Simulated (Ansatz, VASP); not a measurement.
# SbP: VASP beside Ansatz

One calculation is typed for both programs; each brings its own data sets. How far apart do they land? The cell is generated by rule, not measured, and may not be a known phase. The cell is taken from a series of runs on this material, whose earlier steps may have relaxed, scaled, displaced or heated it; both programs get it as it stands.

Method: plane waves, with VASP 6.6.1 beside it; relaxation of cell and atoms at LDA, in Ansatz 0.2.0.

The structure was built from a prototype and need not be the compound's stable phase.

## (1) Starting point

The structure is orthorhombic, space group Pmm2 (No. 25). The conventional cell has a = 3.668 Å, b = 7.494 Å, c = 7.386 Å, α = 90.00°, β = 90.00°, γ = 90.00°. Sb has 3 P at 2.55 to 2.60 Å nearest. Nearest to Sb lie 4 P at 2.53 to 2.86 Å. Nearest to Sb lie 4 P at 2.49 to 2.83 Å. Nearest to P lie 1 P at 2.44 Å and 4 Sb at 2.60 to 2.86 Å. P has 4 Sb at 2.53 to 2.55 Å nearest. Nearest to P lie 2 Sb at 2.49 Å. Farther neighbours are not listed.

Coordinates:

```cif
data_structure
_symmetry_space_group_name_H-M 'P 1'
_symmetry_Int_Tables_number 1
_cell_length_a 3.6677
_cell_length_b 7.4945
_cell_length_c 7.3860
_cell_angle_alpha 90.000
_cell_angle_beta 90.000
_cell_angle_gamma 90.000
_cell_volume 203.02
loop_
_atom_site_label
_atom_site_type_symbol
_atom_site_fract_x
_atom_site_fract_y
_atom_site_fract_z
_atom_site_occupancy
Sb1 Sb 0.00000 0.71821 0.02186 1
Sb2 Sb 0.00000 0.28179 0.02186 1
Sb3 Sb 0.50000 0.00000 0.59172 1
Sb4 Sb 0.50000 0.50000 0.41283 1
P5 P 0.50000 0.83709 0.24137 1
P6 P 0.50000 0.16291 0.24137 1
P7 P 0.00000 0.00000 0.82788 1
P8 P 0.00000 0.50000 0.64109 1
```

## (2) Ansatz: relaxation of cell and atoms, LDA

Ansatz runs on its default PAW (the set named soft_2) files.

The relaxed volume is the usual yardstick between codes: in a stiff, nearly cubic crystal its relative difference is about their pressure difference at one cell divided by the bulk modulus.

Input file input.yaml:

```yaml
crystal:
  lattice:
    - [3.6676877816, 0.0, 0.0]
    - [0.0, 7.4944917223, 0.0]
    - [0.0, 0.0, 7.38598903]
  atoms:
    - { symbol: Sb, position: [0.0, 0.7182084508, 0.0218628712] }
    - { symbol: Sb, position: [0.0, 0.2817915492, 0.0218628712] }
    - { symbol: Sb, position: [0.5, 0.0, 0.5917239715] }
    - { symbol: Sb, position: [0.5, 0.5, 0.4128296346] }
    - { symbol: P, position: [0.5, 0.8370877672, 0.2413741218] }
    - { symbol: P, position: [0.5, 0.1629122328, 0.2413741218] }
    - { symbol: P, position: [0.0, 0.0, 0.8278810645] }
    - { symbol: P, position: [0.0, 0.5, 0.6410913434] }
kpoints:
  mp_grid: { grid: [8, 4, 4] }
hamiltonian:
  xc: lda
scf:
  occupations: { method: methfessel_paxton, width: 0.15 }
output:
  forces: true
  stress: true
  eigenvalues: true
relax:
  adjacent_minimum: "off"
  f_tol: 0.001
  max_steps: 60
  cell: { stress_tol: 0.01 }
```

Launch:

```console
$ ansatz run input.yaml --threads 4 --pin off --max-ram 7168MiB --backend cpu --events-out ev --progress --plain --runs-dir out
```

Numbers of over 12 decimals in the logs are rounded to 6 here.

What it wrote:

```text
Engine: ansatz 0.2.0, aarch64-unknown-linux-gnu
Pseudopotentials: kind: paw
Pseudopotential: Sb, paw, valence charge 15, recommended cutoff 420 eV (normal), Sb.paw.azcp
Pseudopotential: P, paw, valence charge 5, recommended cutoff 420 eV (normal), P.paw.azcp
Functional definition: SPW92
  exchange = slater_x
  correlation = pw_c
Crystal: 8 atoms, lattice volume = 203.022 Å³
Basis set: ecut = 420 eV, 3977 PW (Γ)
Bands: 48, of which v1, the nominal top of the filled ones, is band 40 counted from 1 (39 counted from 0)
Symmetry: 4 space group operations
Space group: Pmm2 (ITA 25), of the structure as read, at distance tolerance 5.9e-5 Å
k-points: 45 of 128 (time reversal used)
Non-local potential: Sb, projectors of the file, l = 0: 2, l = 1: 2, l = 2: 2, l = 3: 2
Non-local potential: P, projectors of the file, l = 0: 2, l = 1: 2, l = 2: 2
PAW form: soft (Blöchl's): semilocal exchange-correlation on the pseudo side does not see the compensation charge
PAW frozen core: Sb, regenerated for the run's functional, and the local potential with it (the file was generated under x = pbe(κ = 0.804, μ = 0.219515), c = pbe(β = 0.066725))
PAW frozen core: P, regenerated for the run's functional, and the local potential with it (the file was generated under x = pbe(κ = 0.804, μ = 0.219515), c = pbe(β = 0.066725))
PAW one-centre angular grid: Sb, 590 points (default); XC on 64 Gauss nodes
PAW one-centre angular grid: P, 110 points (default); XC on 64 Gauss nodes
Initial density: superposition of atomic densities (neutral atoms: chi_scale 0, normalization atom), corrected by the library's trained network
Initial wavefunctions: pseudopotential atomic-orbital guess
Functional: x = slater, c = lda
SCF iter   1: F=—  HF=-28244.512998 eV  |F-HF|=—  |Δ(HF+E_count)|=         —  Δρ=7.49e-3  dr2=1.92e-1  ethr=1.77e-3  ⟨swp⟩=8.4  Hψ=9772  notcnv=0
preconditioner: auto → Kerker (q_TF=auto, 2.336 Å⁻¹)  [metal: Δε(μ)=0.028 eV  Ē_g=7.693 eV  σ=0.150 eV  W_gap=0.16  n_scr=38 (ndim 8)  ℏωp=16.5 eV  f_vac=0.003  D(μ)=4.68/eV (n_scr^D=30)]
SCF iter   2: F=—  HF=-28244.472344 eV  |F-HF|=—  |Δ(HF+E_count)|=   4.07e-2  S|Δr|=    0.00e0  Δρ=3.94e-3  dr2=4.76e-2  ethr=2.40e-4  ⟨swp⟩=1.9  Hψ=2808  notcnv=0
SCF iter   3: F=—  HF=-28244.460257 eV  |F-HF|=—  |Δ(HF+E_count)|=   1.21e-2  S|Δr|=    0.00e0  Δρ=6.65e-4  dr2=2.28e-3  ethr=5.95e-5  ⟨swp⟩=2.3  Hψ=3103  notcnv=0
SCF iter   4: F=—  HF=-28244.459810 eV  |F-HF|=—  |Δ(HF+E_count)|=   4.46e-4  S|Δr|=    0.00e0  Δρ=2.62e-4  dr2=4.75e-4  ethr=2.85e-6  ⟨swp⟩=2.3  Hψ=3518  notcnv=0
SCF iter   5: F=—  HF=-28244.459719 eV  |F-HF|=—  |Δ(HF+E_count)|=   9.16e-5  S|Δr|=    0.00e0  Δρ=1.03e-4  dr2=6.71e-5  ethr=5.93e-7  ⟨swp⟩=2.4  Hψ=2875  notcnv=0
SCF iter   6: F=—  HF=-28244.459632 eV  |F-HF|=—  |Δ(HF+E_count)|=   8.65e-5  S|Δr|=    0.00e0  Δρ=3.15e-5  dr2=5.27e-6  ethr=8.39e-8  ⟨swp⟩=2.0  Hψ=2644  notcnv=0
SCF iter   7: F=—  HF=-28244.459632 eV  |F-HF|=—  |Δ(HF+E_count)|=   6.50e-7  S|Δr|=    0.00e0  Δρ=1.12e-5  dr2=5.16e-7  ethr=6.59e-9  ⟨swp⟩=2.0  Hψ=3197  notcnv=0
SCF iter   8: F=-28244.459632 eV  HF=-28244.459632 eV  |F-HF|=4.27e-8  |Δ(HF+E_count)|=   5.49e-8  S|Δr|=    0.00e0  Δρ=4.26e-6  dr2=8.69e-8  ethr=1.25e-10  ⟨swp⟩=12.8  Hψ=11147  notcnv=0
SCF 1 converged in 8 iterations: F = -28244.459632 eV  dr2 = 8.69e-8
  greatest PAW one-centre occupation: 0.998 electrons in one spin orbital (limit 2), on the Sb atom at site 2 (counted from 0), in its partial waves of l = 2
relax step   1: F+E_penalty+E_count = -28244.45963150 eV  Δ(F+E_penalty+E_count) = +0.000e0 eV  max|allowed force component| = 5.194e-2 eV/Å  Δτ_max = 0.0000 Å  P = -0.003 GPa  Ω = 203.022 Å³  (8 SCF iters, dr2 threshold 1.00e-7 eV, accepted)
[...]
relax step  30: F+E_penalty+E_count = -28244.58806169 eV  Δ(F+E_penalty+E_count) = -8.377e-6 eV  max|allowed force component| = 2.320e-3 eV/Å  Δτ_max = 0.0008 Å  P = +0.000 GPa  Ω = 212.632 Å³  energy of the carried Pulay correction = -8.005e-5 eV  (6 SCF iters, dr2 threshold 2.63e-10 eV, accepted)
[...]
relax step  31: F+E_penalty+E_count = -28244.58806226 eV  Δ(F+E_penalty+E_count) = -5.734e-7 eV  max|allowed force component| = 3.948e-4 eV/Å  Δτ_max = 0.0002 Å  P = -0.000 GPa  Ω = 212.632 Å³  energy of the carried Pulay correction = -8.011e-5 eV  (4 SCF iters, dr2 threshold 3.36e-10 eV, accepted)
[...]
relax step  32: F+E_penalty+E_count = -28244.58814312 eV  Δ(F+E_penalty+E_count) = -8.085e-5 eV  max|allowed force component| = 3.983e-4 eV/Å  Δτ_max = 0.0000 Å  P = -0.000 GPa  Ω = 212.632 Å³  stress off target by 5.55e-4 GPa  SCF on the basis re-selected at this cell (its energy is not comparable with the rows above)  (7 SCF iters)
basis re-selected at this cell: Δ(F+E_penalty+E_count) = -8.085e-5 eV, ΔP = -0.000 GPa vs the last step (what re-selecting the basis moved, of the pressure what is left beyond the Pulay correction that the steps carried, after the strain that the cell walked since its last selection, with what the two solves' SCF thresholds leave and, on support functions, any second-order correction that the steps lacked; it is no m [...]
SCF converged after 7 iterations
Stability not checked: this state was not tested for a lower state beside it, because cold or Methfessel-Paxton smearing, or corrected tetrahedra, fill the levels in a way that the test cannot read (fill_not_monotonic; see scf.lower_state_search)
Free energy (F): -28244.588143 eV
Harris-Foulkes:  -28244.588143 eV  (|F-HF|=3.64e-12)
Internal energy: -28244.585244 eV  (E = F + TS)
E sigma→0 (E₀):  -28244.587418 eV
Entropy (-TS):   -0.002900 eV (-0.362 meV/atom)
Fermi energy:    7.760878 eV
--- Per-component energies (eV) ---
  E_band       = -781.460786
  E_kinetic    = 1112.905133
  E_local      = -7596.595253  (includes V_loc(G=0)·N_el)
  E_nonlocal   = 1607.665521
  E_hartree    = 3369.023071
  E_xc         = -794.225898
  E_vxc        = -630.206740  (∫ρ·V_xc dr)
  E_paw        = -19866.146667  (= ΣΔE_a)
  E_vpaw       = -2013.275632  (= ΣTr[D̂ρ^β])
  E_aug_tail   = 0.000005  (compensation charges beyond the density's cutoff)
  E_ewald      = -6079.915856
  E_core_change = 2.704700  (= ΣΔE_core)
  E_smearing   = -0.002900  (= −TS)
  E_closure    = 0.000000  (closes the sum)
  Σ components = -28244.588143   (vs F -28244.588143, Δ=0.00e0)
--- Forces (eV/Å), atoms counted from 1 ---
  atom   1  Sb    -0.00000000     0.00019575     0.00000917
  atom   2  Sb     0.00000000    -0.00019575     0.00000917
  atom   3  Sb    -0.00000000    -0.00000000     0.00010887
  atom   4  Sb    -0.00000000     0.00000000     0.00021680
  atom   5  P      0.00000000    -0.00039829    -0.00006824
  atom   6  P     -0.00000000     0.00039829    -0.00006824
  atom   7  P      0.00000000     0.00000000    -0.00003282
  atom   8  P      0.00000000    -0.00000000    -0.00017592
  max |Σ_I F_I| component: 1.20e-6 eV/Å
--- Stress (GPa, compression-positive) ---
       -0.000555       0.000000      -0.000000
        0.000000       0.000182       0.000000
       -0.000000       0.000000      -0.000523
  P = ⅓ Tr σ = -0.0003 GPa (-0.003 kbar)
--- Band table (eV; the first three rows and the last of 45) ---
  k-point 0: bands = [... 36 lower, 6.6964, 6.6993, 7.2623, 7.6492, 8.6940, 9.0701, 9.1299, 9.1684, ... 4 higher]
  k-point 1: bands = [... 36 lower, 6.3623, 6.7002, 7.0036, 8.0828, 8.7320, 8.8432, 9.2838, 9.3554, ... 4 higher]
  k-point 2: bands = [... 36 lower, 6.6798, 6.7010, 7.1297, 7.9720, 7.9883, 8.8237, 9.4377, 9.6183, ... 4 higher]
  k-point 44: bands = [... 36 lower, 4.7846, 5.8471, 6.5061, 7.3479, 7.4102, 7.7004, 8.8152, 9.3355, ... 4 higher]
--- Relaxed structure (30 steps of the walk, 28 accepted, 2 SCFs on fresh bases) ---
  F+E_penalty+E_count = -28244.58814312 eV   max|allowed force component| = 3.983e-4 eV/Å   (the final SCF, on the basis selected at the relaxed cell)
  cell:  # Å, volume = 212.6320 Å³
    - [3.679803, 0.0, 0.0]
    - [0.0, 7.189138, 0.0]
    - [0.0, 0.0, 8.037614]
  atoms:
    - { symbol: Sb, position: [0, 0.725296, 0.00294491] }
    - { symbol: Sb, position: [0, 0.274704, 0.00294491] }
    - { symbol: Sb, position: [0.500000, 0, 0.575699] }
    - { symbol: Sb, position: [0.500000, 0.5, 0.507906] }
    - { symbol: P, position: [0.500000, 0.849671, 0.201322] }
    - { symbol: P, position: [0.500000, 0.150329, 0.201322] }
    - { symbol: P, position: [0, 0, 0.795073] }
    - { symbol: P, position: [0, 0.5, 0.712787] }
```

(Continued in part 2 of 2.)

[Lines on the potential files, build, host, timing and source positions are cut from VASP's logs without a mark.]

[Logs are printed without paths, hosts, clocks, repeated set-up lines and the standing remarks that a program may print on its own settings, such as how far it seeks lower states.]

[Hosts, paths, dates, database ids (printed as entryN), source tags and the programs' standing remarks are cut or masked in the printed files.]
